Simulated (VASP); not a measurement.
Calculation: LDA (Ceperley-Alder, Perdew-Zunger), VASP's LDA PAW potentials (set 64) (plane waves; VASP 6.6.1).

A VASP calculation is set up with these files.

### KPOINTS
```
k-points along high-symmetry lines
15
Line-mode
Reciprocal
  0.000000   0.000000   0.000000 ! GAMMA
  0.500000   0.000000   0.500000 ! X

  0.500000   0.000000   0.500000 ! X
  0.625000   0.250000   0.625000 ! U

  0.375000   0.375000   0.750000 ! K
  0.000000   0.000000   0.000000 ! GAMMA

  0.000000   0.000000   0.000000 ! GAMMA
  0.500000   0.500000   0.500000 ! L

  0.500000   0.500000   0.500000 ! L
  0.500000   0.250000   0.750000 ! W

  0.500000   0.250000   0.750000 ! W
  0.500000   0.000000   0.500000 ! X
```

### POSCAR
```
Cu3Sn
4.2314340
  0.0000000000   0.7071067418   0.7071067418
  0.7071067418   0.0000000000   0.7071067418
  0.7071067418   0.7071067418   0.0000000000
Cu Sn
3 1
Cartesian
  0.7071067418   0.7071067418   0.7071067418
  1.0606601127   1.0606601127   1.0606601127
  0.3535533709   0.3535533709   0.3535533709
  0.0000000000   0.0000000000   0.0000000000
```

**INCAR**
```
SYSTEM=Cu3Sn
PREC=Accurate; ENCUT=400; LREAL=.FALSE.
LASPH=.TRUE.; ICHARG=11
EDIFF=1E-7; NELM=100; ALGO=Normal
LMAXMIX=4
ISMEAR=0; SIGMA=0.05
LWAVE=.FALSE.; LCHARG=.FALSE.; LORBIT=11
```

POTCAR, in this order: Cu Sn_d (LDA.64 set). Program: vasp_std. Read from the step before: CHGCAR.

What VASP printed:

**OSZICAR**
```
       N       E                     dE             d eps       ncg     rms          rms(c)
DAV:   1     0.360867013378E+03    0.36087E+03   -0.18444E+04  5200   0.254E+03
DAV:   2     0.219919730124E+02   -0.33888E+03   -0.33014E+03  5040   0.480E+02
DAV:   3    -0.163833149644E+02   -0.38375E+02   -0.37515E+02  5344   0.194E+02
DAV:   4    -0.175807951880E+02   -0.11975E+01   -0.11929E+01  6384   0.416E+01
DAV:   5    -0.176284937333E+02   -0.47699E-01   -0.47683E-01  7656   0.680E+00
DAV:   6    -0.176293408563E+02   -0.84712E-03   -0.84708E-03  6548   0.908E-01
DAV:   7    -0.176293955384E+02   -0.54682E-04   -0.54682E-04  7928   0.183E-01
DAV:   8    -0.176293965723E+02   -0.10339E-05   -0.10343E-05  6908   0.278E-02
DAV:   9    -0.176293966223E+02   -0.49966E-07   -0.49050E-07  5472   0.563E-03
   1 F= -.17629397E+02 E0= -.17628443E+02  d E =-.190771E-02
```

File OUTCAR:
```
 val. band max:       10.8823949499   @ k =   0.5714   0.1429   0.5714

 cond. band min:      10.9104357132   @ k =   0.5804   0.1607   0.5804



 k-point     1 :       0.0000    0.0000    0.0000
  band No.  band energies     occupation
      1     -11.7745      2.00000
      2     -11.7745      2.00000
      3     -11.7745      2.00000
      4     -11.7127      2.00000
      5     -11.7127      2.00000
      6      -2.0631      2.00000
      7       4.8862      2.00000
      8       4.8862      2.00000
      9       4.8862      2.00000
     10       5.2224      2.00000
     11       5.2224      2.00000
     12       5.9897      2.00000
     13       5.9897      2.00000
     14       5.9897      2.00000
     15       6.8798      2.00000
     16       6.8798      2.00000
     17       6.8798      2.00000
     18       6.9195      2.00000
     19       6.9195      2.00000
     20       7.1621      2.00000
     21       7.1621      2.00000
     22      11.8182      0.00000
     23      12.3648      0.00000
     24      12.3648      0.00000
     25      12.3648      0.00000
     26      13.4876      0.00000
     27      13.4876      0.00000
     28      13.4877      0.00000

 k-point     2 :       0.0357    0.0000    0.0357
  band No.  band energies     occupation
      1     -11.7747      2.00000
      2     -11.7742      2.00000
      3     -11.7742      2.00000
      4     -11.7128      2.00000
      5     -11.7125      2.00000
      6      -2.0415      2.00000
      7       4.8509      2.00000
      8       4.8930      2.00000
      9       4.8930      2.00000
     10       5.2270      2.00000
     11       5.2387      2.00000
     12       5.9823      2.00000
     13       5.9914      2.00000
     14       5.9914      2.00000
     15       6.8259      2.00000
     16       6.8678      2.00000
     17       6.8678      2.00000
     18       6.9192      2.00000
     19       6.9622      2.00000
     20       7.1581      2.00000
     21       7.1621      2.00000
...
```

The density is held fixed in this step, so its total energy and stress have no physical meaning. Unless said otherwise, spin-orbit coupling is left out, though it shifts the bands of the heavy elements here.

The structure comes from a computed database's Cu3Sn entry (Fm-3m); how it stands against other phases isn't given here. It was relaxed first, which changed the volume by -9 %. The electron count is odd and the run is not spin-polarised, which forces a metal.
